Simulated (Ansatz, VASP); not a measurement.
**SiW6C2: VASP beside Ansatz**

One calculation is typed for both programs; each brings its own data sets and cutoff. How far apart do they land? The cell is invented: As first built, before any earlier steps moved the atoms (in the runner's words): it takes the W2C structure with some of its atoms replaced by other elements, volume scaled by an estimate. It may not be a known or stable phase. The cell is taken from a series of VASP runs on this material, whose earlier steps may have relaxed, scaled or displaced it; both programs get it as it stands.

Calculated with Ansatz 0.2.0; plane waves, with VASP 6.6.1 beside it; relaxation of cell and atoms at PBE.

### Step 1. The structure

Symmetry: P-31m, No. 162, trigonal system. Conventional cell: a = 5.632 Å, b = 5.632 Å, c = 4.729 Å, α = 90.00°, β = 90.00°, γ = 120.00°. Nearest to W lie 2 C at 2.16 Å and 1 Si at 2.45 Å. Nearest to Si lie 6 W at 2.45 Å. Nearest to C lie 6 W at 2.16 Å. As first built, before any earlier steps moved the atoms (in the runner's words): sites of the W2C structure (space group 162) filled with other elements, volume scaled by an estimate. Farther neighbours are not listed.

Structure file:

```cif
data_structure
_symmetry_space_group_name_H-M 'P 1'
_symmetry_Int_Tables_number 1
_cell_length_a 5.6325
_cell_length_b 5.6325
_cell_length_c 4.7290
_cell_angle_alpha 90.000
_cell_angle_beta 90.000
_cell_angle_gamma 120.000
_cell_volume 129.93
loop_
_atom_site_label
_atom_site_type_symbol
_atom_site_fract_x
_atom_site_fract_y
_atom_site_fract_z
_atom_site_occupancy
W1 W 0.61085 0.61085 0.23094 1
W2 W 0.38915 0.38915 0.76906 1
W3 W 0.00000 0.38915 0.23094 1
W4 W 0.38915 0.00000 0.23094 1
W5 W 0.61085 0.00000 0.76906 1
W6 W 0.00000 0.61085 0.76906 1
Si7 Si 0.00000 0.00000 0.00000 1
C8 C 0.66667 0.33333 0.50000 1
C9 C 0.33333 0.66667 0.50000 1
```

### Step 2. Ansatz: relaxation of cell and atoms, PBE

Ansatz runs on its default PAW (the set named soft_2) files.

The relaxed volume is the usual yardstick between codes: its relative difference is about their pressure difference at one cell divided by the bulk modulus.

The input, input.yaml:

```yaml
crystal:
  lattice:
    - [5.632475836, -3.12e-08, 0.0]
    - [-2.816238474, 4.8778676717, 0.0]
    - [0.0, 0.0, 4.7290422686]
  atoms:
    - { symbol: W, position: [0.6108549956, 0.6108549954, 0.2309387389] }
    - { symbol: W, position: [0.3891450044, 0.3891450046, 0.7690612611] }
    - { symbol: W, position: [0.0, 0.3891450048, 0.2309387389] }
    - { symbol: W, position: [0.3891450043, 0.9999999998, 0.2309387389] }
    - { symbol: W, position: [0.6108549957, 2.0e-10, 0.7690612611] }
    - { symbol: W, position: [1.0, 0.6108549952, 0.7690612611] }
    - { symbol: Si, position: [0.0, 0.0, 0.0] }
    - { symbol: C, position: [0.66666667, 0.33333333, 0.5] }
    - { symbol: C, position: [0.33333333, 0.66666667, 0.5] }
hamiltonian:
  xc: pbe
  pseudopotentials: { kind: paw }
kpoints:
  mp_grid: { grid: [6, 6, 6] }
scf:
  occupations: { method: fermi_dirac, width: 0.05 }
relax:
  f_tol: 0.01
  max_steps: 60
  cell: { stress_tol: 0.05 }
output:
  forces: true
  stress: true
```

Run with:

```
> ansatz run input.yaml --threads 4 --pin off --max-ram 9216MiB --backend cpu --events-out ev --progress --plain --runs-dir out
```

Numbers of over 12 decimals in the logs are rounded to 6 here.

The log of the run:

```text
Warning: the atoms were moved onto the symmetric positions of the space group found under crystal.symmetry.tolerance 1.0e-5 (fractional; no operation is sought that the atoms, as they stand in a round, miss by more than twice it, and no atom is moved by as much as it), and the run uses the moved positions. Before a round's move an operation carried an atom to 5.63e-8 Å from where it should land, the largest such dist [...]
Engine: ansatz 0.2.0, x86_64-unknown-linux-gnu
Pseudopotentials: kind: paw
Pseudopotential: W, paw, valence charge 14, recommended cutoff 420 eV (normal), W.paw.azcp
Pseudopotential: Si, paw, valence charge 4, recommended cutoff 420 eV (normal), Si.paw.azcp
Pseudopotential: C, paw, valence charge 4, recommended cutoff 420 eV (normal), C.paw.azcp
Functional definition: PBE
  parameter kappa = 0.804
  parameter beta = 0.066725
  exchange = pbe_x(kappa = kappa, mu = beta*pi^2/3)
  correlation = pbe_c(beta = beta)
Crystal: 9 atoms, lattice volume = 129.928 Å³
Basis set: ecut = 420 eV, 2571 PW (Γ), exchange–correlation on 80×80×64 points (8 copies of the dense FFT grid, shifted against one another)
Bands: 58, of which v1, the nominal top of the filled ones, is band 48 counted from 1 (47 counted from 0)
Symmetry: 12 space group operations
Space group: P-31m (ITA 162), of the structure as read, at distance tolerance 5.1e-5 Å
k-points: 34 of 216
Non-local potential: W, projectors of the file, l = 0: 3, l = 1: 2, l = 2: 2, l = 3: 1
Non-local potential: Si, projectors of the file, l = 0: 2, l = 1: 2, l = 2: 2
Non-local potential: C, projectors of the file, l = 0: 2, l = 1: 2, l = 2: 1
PAW form: soft (Blöchl's): semilocal exchange-correlation on the pseudo side does not see the compensation charge
PAW one-centre angular grid: W, 590 points (default); XC on 64 Gauss nodes
PAW one-centre angular grid: Si, 110 points (default); XC on 64 Gauss nodes
PAW one-centre angular grid: C, 110 points (default); XC on 64 Gauss nodes
Initial density: superposition of atomic densities (neutral atoms: chi_scale 0, normalization atom), corrected by the library's trained network
Initial wavefunctions: pseudopotential atomic-orbital guess
Functional: x = pbe(κ = 0.804, μ = 0.219515), c = pbe(β = 0.066725)
SCF iter   1: F=—  HF=-63444.329393 eV  |F-HF|=—  |Δ(HF+E_count)|=         —  Δρ=9.12e-3  dr2=6.48e-2  ethr=1.77e-3  ⟨swp⟩=6.6  Hψ=7772  notcnv=0  defer=4
preconditioner: auto → Kerker (q_TF=auto, 2.594 Å⁻¹)  [metal: Δε(μ)=0.043 eV  Ē_g=6.228 eV  σ=0.050 eV  W_gap=0.21  n_scr=32 (ndim 8)  ℏωp=22.6 eV  f_vac=0.000  D(μ)=3.00/eV (n_scr^D=20)]
SCF iter   2: F=—  HF=-63444.323115 eV  |F-HF|=—  |Δ(HF+E_count)|=   6.28e-3  Δρ=5.20e-3  dr2=2.19e-2  ethr=6.75e-5  ⟨swp⟩=1.5  Hψ=2322  notcnv=0  defer=13
SCF iter   3: F=—  HF=-63444.321244 eV  |F-HF|=—  |Δ(HF+E_count)|=   1.87e-3  Δρ=5.69e-4  dr2=4.68e-4  ethr=2.28e-5  ⟨swp⟩=2.0  Hψ=2623  notcnv=0  defer=13
SCF iter   4: F=—  HF=-63444.321240 eV  |F-HF|=—  |Δ(HF+E_count)|=   4.07e-6  Δρ=1.34e-4  dr2=2.47e-5  ethr=4.87e-7  ⟨swp⟩=2.0  Hψ=2715  notcnv=0  defer=14
SCF iter   5: F=—  HF=-63444.321306 eV  |F-HF|=—  |Δ(HF+E_count)|=   6.60e-5  Δρ=2.55e-5  dr2=1.27e-6  ethr=2.57e-8  ⟨swp⟩=2.0  Hψ=2637  notcnv=0  defer=16
SCF iter   6: F=-63444.321306 eV  HF=-63444.321306 eV  |F-HF|=2.42e-8  |Δ(HF+E_count)|=   1.36e-7  Δρ=6.47e-6  dr2=6.62e-8  ethr=1.04e-10  ⟨swp⟩=5.1  Hψ=7645  notcnv=0
SCF 1 converged in 6 iterations: F = -63444.321306 eV  dr2 = 6.62e-8
  greatest PAW one-centre occupation: 1.000 electrons in one spin orbital (limit 2), on the W atom at site 5 (counted from 0), in its partial waves of l = 0
relax step   1: F+E_penalty+E_count = -63444.32130566 eV  Δ(F+E_penalty+E_count) = +0.000e0 eV  max|allowed force component| = 2.457e-1 eV/Å  Δτ_max = 0.0000 Å  P = +1.635 GPa  Ω = 129.928 Å³  (6 SCF iters, dr2 threshold 1.00e-7 eV, accepted)
[...]
relax step   2: F+E_penalty+E_count = -63444.31834800 eV  Δ(F+E_penalty+E_count) = +2.958e-3 eV  max|allowed force component| = 1.736e-1 eV/Å  Δτ_max = 0.0180 Å  P = -2.616 GPa  Ω = 131.402 Å³  energy of the carried Pulay correction = -1.284e-3 eV  (6 SCF iters, dr2 threshold 9.00e-7 eV, rejected (line search))
[...]
relax step   3: F+E_penalty+E_count = -63444.33367774 eV  Δ(F+E_penalty+E_count) = -1.237e-2 eV  max|allowed force component| = 2.291e-2 eV/Å  Δτ_max = 0.0094 Å  P = -0.152 GPa  Ω = 130.454 Å³  energy of the carried Pulay correction = -4.594e-4 eV  (8 SCF iters, accepted)
[...]
relax step   4: F+E_penalty+E_count = -63444.33381189 eV  Δ(F+E_penalty+E_count) = -1.341e-4 eV  max|allowed force component| = 9.466e-3 eV/Å  Δτ_max = 0.0006 Å  P = -0.083 GPa  Ω = 130.403 Å³  energy of the carried Pulay correction = -4.154e-4 eV  (6 SCF iters, dr2 threshold 7.59e-8 eV, accepted)
[...]
relax step   5: F+E_penalty+E_count = -63444.33387374 eV  Δ(F+E_penalty+E_count) = -6.185e-5 eV  max|allowed force component| = 1.269e-3 eV/Å  Δτ_max = 0.0004 Å  P = -0.003 GPa  Ω = 130.357 Å³  energy of the carried Pulay correction = -3.753e-4 eV  (6 SCF iters, dr2 threshold 2.11e-8 eV, accepted)
[...]
relax step   6: F+E_penalty+E_count = -63444.33423128 eV  Δ(F+E_penalty+E_count) = -3.575e-4 eV  max|allowed force component| = 1.289e-3 eV/Å  Δτ_max = 0.0000 Å  P = -0.001 GPa  Ω = 130.357 Å³  stress off target by 1.26e-2 GPa  SCF on the basis re-selected at this cell (its energy is not comparable with the rows above)  (8 SCF iters)
basis re-selected at this cell: Δ(F+E_penalty+E_count) = -3.575e-4 eV, ΔP = +0.002 GPa vs the last step (what re-selecting the basis moved, of the pressure what is left beyond the Pulay correction that the steps carried, after the strain that the cell walked since its last selection, with what the two solves' SCF thresholds leave and, on support functions, any second-order correction that the steps lacked; it is no m [...]
SCF converged after 8 iterations
Free energy (F): -63444.334231 eV
Harris-Foulkes:  -63444.334231 eV  (|F-HF|=0.00e0)
Internal energy: -63444.310546 eV  (E = F + TS)
E sigma→0 (E₀):  -63444.322388 eV
Entropy (-TS):   -0.023686 eV (-2.632 meV/atom)
Fermi energy:    18.640587 eV
--- Per-component energies (eV) ---
  E_band       = -701.438616
  E_kinetic    = 2923.476991
  E_local      = -5066.766106  (includes V_loc(G=0)·N_el)
  E_nonlocal   = 86.209501
  E_hartree    = 1860.829695
  E_xc         = -1753.272343
  E_vxc        = -1599.129460  (∫ρ·V_xc dr)
  E_paw        = -52086.993280  (= ΣΔE_a)
  E_vpaw       = -766.888579  (= ΣTr[D̂ρ^β])
  E_aug_tail   = -0.000354  (compensation charges beyond the density's cutoff)
  E_ewald      = -9407.794650
  E_smearing   = -0.023686  (= −TS)
  E_closure    = 0.000000  (closes the sum)
  Σ components = -63444.334231   (vs F -63444.334231, Δ=0.00e0)
--- Forces (eV/Å), atoms counted from 1 ---
  atom   1  W     -0.00064449    -0.00111630    -0.00035210
  atom   2  W      0.00064449     0.00111630     0.00035210
  atom   3  W     -0.00064449     0.00111630    -0.00035210
  atom   4  W      0.00128899     0.00000000    -0.00035210
  atom   5  W     -0.00128899    -0.00000000     0.00035210
  atom   6  W      0.00064449    -0.00111630     0.00035210
  atom   7  Si     0.00000000    -0.00000000     0.00000000
  atom   8  C     -0.00000000     0.00000000    -0.00000000
  atom   9  C      0.00000000    -0.00000000     0.00000000
  max |Σ_I F_I| component: 1.85e-17 eV/Å
--- Stress (GPa, compression-positive) ---
       -0.007696       0.000000       0.000000
        0.000000      -0.007696      -0.000000
        0.000000      -0.000000       0.012577
  P = ⅓ Tr σ = -0.0009 GPa (-0.009 kbar)
--- Relaxed structure (5 steps of the walk, 4 accepted, 1 SCFs on fresh bases) ---
  F+E_penalty+E_count = -63444.33423128 eV   max|allowed force component| = 1.289e-3 eV/Å   (the final SCF, on the basis selected at the relaxed cell)
  cell:  # Å, volume = 130.3571 Å³
    - [5.632164, 3.0538981954982607e-7, 0]
    - [-2.816082, 4.877597, 0]
    - [0, 0, 4.745190]
  atoms:
    - { symbol: W, position: [0.611982, 0.611982, 0.232689] }
    - { symbol: W, position: [0.388018, 0.388018, 0.767311] }
    - { symbol: W, position: [-2.7755575615628914e-17, 0.388018, 0.232689] }
    - { symbol: W, position: [0.388018, 1.000000, 0.232689] }
    - { symbol: W, position: [0.611982, -7.986944974901715e-18, 0.767311] }
    - { symbol: W, position: [1.000000, 0.611982, 0.767311] }
    - { symbol: Si, position: [0, 0, 0] }
    - { symbol: C, position: [0.666667, 0.333333, 0.500000] }
    - { symbol: C, position: [0.333333, 0.666667, 0.500000] }
```

It took 14 s on 4 threads of Intel Xeon Platinum 8488C (Sapphire Rapids), shared host; peak memory 0.69 GiB; 51 s of CPU time.

(Part 1 of 2 ends here.)

[Lines on the potential files, build, host, timing and source positions are cut from VASP's logs without a mark.]

[Logs are printed without paths, hosts, clocks, repeated set-up lines and the standing remarks that a program may print on its own settings, such as how far it seeks lower states.]

[Hosts, paths, dates, database ids (printed as entryN), source tags and the programs' standing remarks are cut or masked in the printed files.]
